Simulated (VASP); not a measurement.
Consider the following.

```yaml
crystal:
  lattice:
    - [3.29213, 0.00000, 0.00000]
    - [-1.64606, 2.85107, 0.00000]
    - [0.00000, 0.00000, 5.45140]
  atoms:
    - { symbol: B, position: [0.33333, 0.66667, 0.00052] }
    - { symbol: B, position: [0.66667, 0.33333, 0.50052] }
    - { symbol: As, position: [0.33333, 0.66667, 0.37448] }
    - { symbol: As, position: [0.66667, 0.33333, 0.87448] }
```

Level of theory: PBEsol GGA, VASP's PBE PAW potentials (set 64) (plane waves; VASP 6.6.1). Run with 620 eV cut-off, 8×8×4 Γ-centred mesh, Gaussian smearing of 0.050 eV, potentials B As.

Question: Predict the energy per atom (σ→0), pressure.

Answer: 
```yaml
energy per atom (σ→0): -6.070 eV/atom
pressure: 99.8 kbar
```

The structure was generated: BAs was put into the wurtzite type (P6_3mc), which need not be its known phase. It was relaxed first under an external pressure of 10 GPa.
